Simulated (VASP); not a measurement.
Input for VASP

### KPOINTS
```
Automatic mesh
0
Gamma
7 7 4
0 0 0
```

### POSCAR
```
AlN
1
    1.5566497979    -2.6961965337     0.0000000000
    1.5566497979     2.6961965337     0.0000000000
    0.0000000000     0.0000000000     4.9837267432
Al N
2 2
Direct
  0.6666670000   0.3333330000   0.5000242274
  0.3333330000   0.6666670000   0.0000242274
  0.6666670000   0.3333330000   0.8819757726
  0.3333330000   0.6666670000   0.3819757726
```

**INCAR**
```
SYSTEM = AlN
PREC = Accurate
ENCUT = 520
EDIFF = 1E-6
NELM = 100
ALGO = Normal
LREAL = .FALSE.
LASPH = .TRUE.
ISMEAR = 0
SIGMA = 0.05
GGA = ML
ZAB_VDW = -1.8867
LUSE_VDW = .TRUE.
AGGAC = 0.0
LWAVE = .FALSE.
LCHARG = .FALSE.
IBRION = 2
ISIF = 3
NSW = 60
EDIFFG = -0.02
```

POTCAR, in this order: Al N (PBE.64 set). Program: vasp_std.

**Question.** Write an equivalent input for Quantum ESPRESSO's pw.x.

**Answer.** One equivalent input (not run):
```
&CONTROL
  calculation = 'vc-relax'
  pseudo_dir = './pseudo'
  outdir = './out'
  tprnfor = .true.
  tstress = .true.
  nstep = 60
  forc_conv_thr = 0.00078
/
&SYSTEM
  ibrav = 0
  nat = 4
  ntyp = 2
  ecutwfc = 84
  occupations = 'smearing'
  smearing = 'gaussian'
  degauss = 0.003675
  input_dft = 'vdw-df2'
/
&ELECTRONS
  conv_thr = 7.3e-08
  electron_maxstep = 100
/
&IONS
/
&CELL
/
ATOMIC_SPECIES
  Al 26.982 Al.upf
  N 14.007 N.upf
CELL_PARAMETERS angstrom
     1.5566498   -2.6961965    0.0000000
     1.5566498    2.6961965    0.0000000
     0.0000000    0.0000000    4.9837267
ATOMIC_POSITIONS crystal
  Al   0.6666670  0.3333330  0.5000242
  Al   0.3333330  0.6666670  0.0000242
  N    0.6666670  0.3333330  0.8819758
  N    0.3333330  0.6666670  0.3819758
K_POINTS automatic
  7 7 4 0 0 0
```
Limits of the translation: the potentials are each code's own (VASP's PAW set, PseudoDojo norm-conserving files in pw.x), so ENCUT and ecutwfc are chosen apart and not converted; conv_thr bounds pw.x's estimated SCF error, while EDIFF bounds the energy change between steps; forc_conv_thr acts on force components and is met together with etot_conv_thr.

The compound is AlN in the wurtzite structure. This run relaxes it. Symmetry was kept, so distortions that lower it aren't found.
